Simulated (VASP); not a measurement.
OSZICAR of a VASP run on PdAl (relaxed from the zinc blende structure, space group F-43m):

### OSZICAR
```
       N       E                     dE             d eps       ncg     rms          rms(c)
DAV:   1     0.199764762497E+02    0.19976E+02   -0.47508E+03   940   0.863E+02
DAV:   2    -0.320969452949E+02   -0.52073E+02   -0.48822E+02  1090   0.180E+02
DAV:   3    -0.333653927780E+02   -0.12684E+01   -0.12608E+01  1120   0.303E+01
DAV:   4    -0.333809919249E+02   -0.15599E-01   -0.15597E-01  1074   0.358E+00
DAV:   5    -0.333814543375E+02   -0.46241E-03   -0.46241E-03  1108   0.607E-01    0.576E+00
DAV:   6    -0.297616708284E+02    0.36198E+01   -0.41010E+00  1002   0.229E+01    0.279E+00
DAV:   7    -0.297651258797E+02   -0.34551E-02   -0.61666E-01  1026   0.806E+00    0.149E+00
DAV:   8    -0.297711730596E+02   -0.60472E-02   -0.16151E-01  1090   0.344E+00    0.858E-01
DAV:   9    -0.297683064815E+02    0.28666E-02   -0.71803E-02   978   0.280E+00    0.125E-01
DAV:  10    -0.297907869079E+02   -0.22480E-01   -0.34839E-02   940   0.157E+00    0.106E-01
DAV:  11    -0.297923066637E+02   -0.15198E-02   -0.76919E-04  1050   0.260E-01    0.706E-02
DAV:  12    -0.297932483387E+02   -0.94168E-03   -0.14039E-03   966   0.344E-01    0.101E-02
DAV:  13    -0.297933852899E+02   -0.13695E-03   -0.78926E-05   990   0.102E-01    0.741E-03
DAV:  14    -0.297933833534E+02    0.19365E-05   -0.32364E-06  1070   0.228E-02    0.606E-03
DAV:  15    -0.297933859074E+02   -0.25540E-05   -0.42277E-06   964   0.253E-02    0.451E-03
DAV:  16    -0.297933872535E+02   -0.13460E-05   -0.42033E-06   970   0.239E-02    0.409E-04
DAV:  17    -0.297933884035E+02   -0.11501E-05   -0.23213E-07   494   0.680E-03    0.217E-04
DAV:  18    -0.297933883214E+02    0.82174E-07   -0.10811E-08   494   0.960E-04
   1 F= -.29793388E+02 E0= -.29793371E+02  d E =-.297934E+02
       N       E                     dE             d eps       ncg     rms          rms(c)
DAV:   1    -0.297940973403E+02   -0.70894E-03   -0.11579E-02   986   0.126E+00    0.178E-01
DAV:   2    -0.297934687026E+02    0.62864E-03   -0.70683E-03   980   0.843E-01    0.673E-02
DAV:   3    -0.297934102700E+02    0.58433E-04   -0.47326E-04   950   0.229E-01    0.154E-02
DAV:   4    -0.297933854534E+02    0.24817E-04   -0.54263E-05  1004   0.525E-02    0.600E-03
DAV:   5    -0.297933978413E+02   -0.12388E-04   -0.52690E-05   998   0.622E-02    0.366E-03
DAV:   6    -0.297934098834E+02   -0.12042E-04   -0.80116E-06   982   0.221E-02    0.242E-03
DAV:   7    -0.297934103022E+02   -0.41874E-06   -0.64442E-07   622   0.693E-03
   2 F= -.29793410E+02 E0= -.29793392E+02  d E =-.219808E-04
```

Problem. Which electronic solver shows in the log?

Solution. It is blocked Davidson (ALGO = Normal, or the opening steps of other solvers). The INCAR had ALGO = Normal.

Problem. Can the final energy be trusted as converged?

Solution. The calculation finished and met its thresholds. It stopped with EDIFF = 1E-6, NELM = 100, NSW = 60 and EDIFFG = -0.01 after 2 ionic steps (r2SCAN meta-GGA, plane waves, VASP's PBE PAW potentials (set 64)).

The structure was generated: PdAl was put into the zinc blende type (F-43m), which need not be its known phase. This run relaxes it. Symmetry was kept, so distortions that lower it aren't found. The start is the result of an earlier pass. The electron count is odd and the run is not spin-polarised, which forces a metal.
